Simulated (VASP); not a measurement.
Input:

```yaml
crystal:
  lattice:
    - [3.10657, 0.00000, 0.00000]
    - [0.00000, 3.10657, 0.00000]
    - [0.00000, 0.00000, 3.10657]
  atoms:
    - { symbol: Zn, position: [0.50000, 0.50000, 0.50000] }
    - { symbol: Au, position: [0.00000, 0.00000, 0.00000] }
```

Computed with r2SCAN+rVV10, VASP's PBE PAW potentials (set 64) (plane waves; VASP). Numerical set-up: 520 eV cut-off, 12×12×12 Γ-centred mesh, first-order Methfessel-Paxton smearing of 0.10 eV, potentials Zn Au.

Question: Give the stress tensor in GPa (positive for a compressed cell).

Answer: 
```
4.91  0.00  0.00
0.00  4.91  0.00
0.00  0.00  4.91
```
The pressure is its mean diagonal, 4.91 GPa.

The compound is AuZn in the CsCl type structure. This cell is one point of a volume scan, at 0.97 of the reference volume. The electron count is odd and the run is not spin-polarised, which forces a metal.
